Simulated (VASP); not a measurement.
All values below come from PBE GGA, VASP's PBE PAW potentials (set 64) (plane waves; VASP).

Input for VASP

### INCAR
```
! general
SYSTEM = MgH2
PREC   = Accurate
ENCUT  = 520
LREAL  = .FALSE.
LASPH  = .TRUE.

! electronic loop
EDIFF  = 1E-7
NELM   = 100
ALGO   = Normal

! smearing
ISMEAR = 0
SIGMA  = 0.05

! functional
GGA    = PE

! ions
IBRION = 2
NSW    = 30
ISIF   = 4
EDIFFG = -0.01

! output
LWAVE  = .FALSE.
LCHARG = .FALSE.
```

### POSCAR
```
MgH2
1
    4.5538405553     0.0000000000     0.0000000000
    0.0000000000     4.5538405553     0.0000000000
    0.0000000000     0.0000000000     3.0367176459
Mg H
2 4
Direct
  0.0000000000   0.0000000000   0.0000000000
  0.5000000000   0.5000000000   0.5000000000
  0.3042662271   0.3042662271   0.0000000000
  0.8042662271   0.1957337729   0.5000000000
  0.1957337729   0.8042662271   0.5000000000
  0.6957337729   0.6957337729   0.0000000000
```

KPOINTS:
```
Automatic mesh
0
Gamma
5 5 7
0 0 0
```

POTCAR, in this order: Mg H (PBE.64 set). Program: vasp_std.

Output of the run:

File OSZICAR:
```
       N       E                     dE             d eps       ncg     rms          rms(c)
DAV:   1     0.141041733610E+01    0.14104E+01   -0.31636E+03   384   0.758E+02
DAV:   2    -0.181978457040E+02   -0.19608E+02   -0.19163E+02   472   0.811E+01
DAV:   3    -0.188891536801E+02   -0.69131E+00   -0.69131E+00   552   0.212E+01
DAV:   4    -0.188904231267E+02   -0.12694E-02   -0.12694E-02   504   0.920E-01
DAV:   5    -0.188904274131E+02   -0.42864E-05   -0.42864E-05   560   0.427E-02    0.648E+00
DAV:   6    -0.179591746843E+02    0.93125E+00   -0.75188E-01   400   0.515E+00    0.331E+00
DAV:   7    -0.176371703000E+02    0.32200E+00   -0.99434E-01   408   0.642E+00    0.500E-01
DAV:   8    -0.176462983452E+02   -0.91280E-02   -0.19687E-02   440   0.110E+00    0.951E-02
DAV:   9    -0.176461532424E+02    0.14510E-03   -0.85661E-04   568   0.212E-01    0.197E-02
DAV:  10    -0.176461749535E+02   -0.21711E-04   -0.41654E-05   440   0.558E-02    0.102E-02
DAV:  11    -0.176461736355E+02    0.13179E-05   -0.66243E-06   536   0.134E-02    0.199E-03
DAV:  12    -0.176461736077E+02    0.27824E-07   -0.22797E-07   432   0.386E-03
   1 F= -.17646174E+02 E0= -.17646174E+02  d E =-.176462E+02
       N       E                     dE             d eps       ncg     rms          rms(c)
DAV:   1    -0.176463808825E+02   -0.20725E-03   -0.21064E-03   472   0.354E-01    0.190E-02
DAV:   2    -0.176463781502E+02    0.27324E-05   -0.14817E-05   408   0.335E-02    0.115E-02
DAV:   3    -0.176463766739E+02    0.14762E-05   -0.70079E-06   480   0.155E-02    0.114E-03
DAV:   4    -0.176463766885E+02   -0.14569E-07   -0.12377E-07   392   0.291E-03
   2 F= -.17646377E+02 E0= -.17646377E+02  d E =-.203081E-03
       N       E                     dE             d eps       ncg     rms          rms(c)
DAV:   1    -0.176466215198E+02   -0.24485E-03   -0.10939E-02   472   0.806E-01    0.432E-02
DAV:   2    -0.176466065731E+02    0.14947E-04   -0.77155E-05   408   0.765E-02    0.261E-02
DAV:   3    -0.176465981791E+02    0.83940E-05   -0.36757E-05   472   0.355E-02    0.260E-03
DAV:   4    -0.176465983206E+02   -0.14146E-06   -0.65212E-07   424   0.668E-03    0.137E-03
DAV:   5    -0.176465983721E+02   -0.51542E-07   -0.10647E-07   392   0.234E-03
   3 F= -.17646598E+02 E0= -.17646598E+02  d E =-.424764E-03
```

File OUTCAR:
```
------------------------ aborting loop because EDIFF is reached ----------------------------------------
  FORCE on cell =-STRESS in cart. coord.  units (eV):
  Direction    XX          YY          ZZ          XY          YZ          ZX
  --------------------------------------------------------------------------------------
  Total       -0.5389131     -0.5389131     -0.5635982     -0.0000000      0.0000000      0.0000000
  in kB      -13.7110033    -13.7110033    -14.3390424     -0.0000000      0.0000000      0.0000000
  external PRESSURE =     -13.9203497 kB  Pullay stress =       0.0000000 kB
  volume of cell :       62.97
      direct lattice vectors                 reciprocal lattice vectors
     4.561639161  0.000000000  0.000000000     0.219219444 -0.000000000  0.000000000
     0.000000000  4.561639161  0.000000000    -0.000000000  0.219219444  0.000000000
     0.000000000  0.000000000  3.026343340     0.000000000  0.000000000  0.330431775
 POSITION                                       TOTAL-FORCE (eV/Angst)
 -----------------------------------------------------------------------------------
      0.00000      0.00000      0.00000         0.000000     -0.000000      0.000000
      2.28082      2.28082      1.51317         0.000000     -0.000000      0.000000
      1.38938      1.38938      0.00000        -0.000697     -0.000697     -0.000000
      3.67020      0.89143      1.51317        -0.000697      0.000697      0.000000
      0.89143      3.67020      1.51317         0.000697     -0.000697     -0.000000
      3.17225      3.17225      0.00000         0.000697      0.000697      0.000000
 -----------------------------------------------------------------------------------
    total drift:                                0.000000      0.000000      0.000000
  FREE ENERGIE OF THE ION-ELECTRON SYSTEM (eV)
  ---------------------------------------------------
  free  energy   TOTEN  =       -17.6465983721 eV

  energy  without entropy=      -17.6465983721  energy(sigma->0) =      -17.64659837

 reached required accuracy - stopping structural energy minimisation
```
(Selected blocks of OUTCAR.)

CONTCAR:
```
MgH2
   1.00000000000000
     4.5616391613086780    0.0000000000000000    0.0000000000000000
     0.0000000000000000    4.5616391613086780    0.0000000000000000
     0.0000000000000000    0.0000000000000000    3.0263433396223025
  Mg              H
     2     4
Direct
     0.0000000000000000    0.0000000000000000    0.0000000000000000
     0.5000000000000000    0.5000000000000000    0.5000000000000000
     0.3045802046372827    0.3045802046372827    0.0000000000000000
     0.8045802046372826    0.1954197953627173    0.5000000000000000
     0.1954197953627173    0.8045802046372826    0.5000000000000000
     0.6954197953627174    0.6954197953627174    0.0000000000000000
```

The compound is MgH2 in the rutile structure. This cell is one point of a volume scan, at 1.03 of the reference volume. Symmetry was kept, so distortions that lower it aren't found.
